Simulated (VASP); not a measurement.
All values below come from PBE GGA, VASP's PBE PAW potentials (set 64) (plane waves; VASP).

The input files of a VASP run:

File KPOINTS:
```
Automatic mesh
0
Gamma
8 8 8
0 0 0
```

### INCAR
```
! general
SYSTEM   =  SnTe
PREC     =  Accurate
ENCUT    =  400
LREAL    =  .False.
LASPH    =  .True.

! electronic loop
EDIFF    =  1E-7
NELM     =  100
ALGO     =  Normal
LMAXMIX  =  4

! smearing
ISMEAR   =  -5

! functional
GGA      =  PE

! ions
ISIF     =  2

! output
LWAVE    =  .False.
LCHARG   =  .True.
LORBIT   =  11
NEDOS    =  601
```

POSCAR:
```
SnTe
6.4044540
  0.0000000000   0.4999999746   0.4999999746
  0.4999999746   0.0000000000   0.4999999746
  0.4999999746   0.4999999746   0.0000000000
Sn Te
1 1
Cartesian
  0.0000000000   0.0000000000   0.0000000000
  0.4999999746   0.4999999746   0.4999999746
```

POTCAR, in this order: Sn_d Te (PBE.64 set). Program: vasp_std.

What VASP printed:

**OSZICAR**
```
       N       E                     dE             d eps       ncg     rms          rms(c)
DAV:   1     0.109818160253E+03    0.10982E+03   -0.84767E+03   818   0.135E+03
DAV:   2     0.134581580576E+01   -0.10847E+03   -0.10727E+03   848   0.315E+02
DAV:   3    -0.740636063898E+01   -0.87522E+01   -0.87159E+01  1052   0.902E+01
DAV:   4    -0.762229835969E+01   -0.21594E+00   -0.21588E+00   950   0.155E+01
DAV:   5    -0.762962920766E+01   -0.73308E-02   -0.73308E-02  1140   0.258E+00    0.408E+00
DAV:   6    -0.756165405565E+01    0.67975E-01   -0.17214E-01  1012   0.304E+00    0.256E+00
DAV:   7    -0.756262917272E+01   -0.97512E-03   -0.58626E-02   972   0.133E+00    0.851E-01
DAV:   8    -0.756342078207E+01   -0.79161E-03   -0.73816E-03   902   0.818E-01    0.162E-01
DAV:   9    -0.756351546028E+01   -0.94678E-04   -0.66269E-04  1030   0.275E-01    0.391E-02
DAV:  10    -0.756353302021E+01   -0.17560E-04   -0.87840E-05   872   0.812E-02    0.235E-02
DAV:  11    -0.756354112993E+01   -0.81097E-05   -0.37796E-05   902   0.502E-02    0.217E-02
DAV:  12    -0.756354101088E+01    0.11906E-06   -0.22887E-06   986   0.984E-03    0.113E-02
DAV:  13    -0.756354054881E+01    0.46207E-06   -0.34383E-07   920   0.413E-03    0.404E-03
DAV:  14    -0.756354047425E+01    0.74559E-07   -0.41236E-07   724   0.739E-03
   1 F= -.75635405E+01 E0= -.75635405E+01  d E =0.000000E+00
```

### OUTCAR
```
------------------------ aborting loop because EDIFF is reached ----------------------------------------
  FORCE on cell =-STRESS in cart. coord.  units (eV):
  Direction    XX          YY          ZZ          XY          YZ          ZX
  --------------------------------------------------------------------------------------
  Total        0.0534989      0.0534989      0.0534989      0.0000000     -0.0000000      0.0000000
  in kB        1.3051774      1.3051774      1.3051774      0.0000000     -0.0000000      0.0000000
  external PRESSURE =       1.3051774 kB  Pullay stress =       0.0000000 kB
  volume of cell :       65.67
      direct lattice vectors                 reciprocal lattice vectors
     0.000000000  3.202226838  3.202226838    -0.156141343  0.156141343  0.156141343
     3.202226838  0.000000000  3.202226838     0.156141343 -0.156141343  0.156141343
     3.202226838  3.202226838  0.000000000     0.156141343  0.156141343 -0.156141343
 POSITION                                       TOTAL-FORCE (eV/Angst)
 -----------------------------------------------------------------------------------
      0.00000      0.00000      0.00000         0.000000     -0.000000      0.000000
      3.20223      3.20223      3.20223        -0.000000      0.000000     -0.000000
 -----------------------------------------------------------------------------------
    total drift:                               -0.000000      0.000000      0.000000
  FREE ENERGIE OF THE ION-ELECTRON SYSTEM (eV)
  ---------------------------------------------------
  free  energy   TOTEN  =        -7.5635404742 eV

  energy  without entropy=       -7.5635404742  energy(sigma->0) =       -7.56354047

 total charge

# of ion       s       p       d       tot
------------------------------------------
    1        1.377   0.698   9.978  12.053
    2        1.381   1.961   0.025   3.366
--------------------------------------------------
tot          2.758   2.658  10.003  15.419
```
(Selected blocks of OUTCAR.)

The compound is SnTe in the rock salt structure, which distorts at low temperature. It was relaxed first.
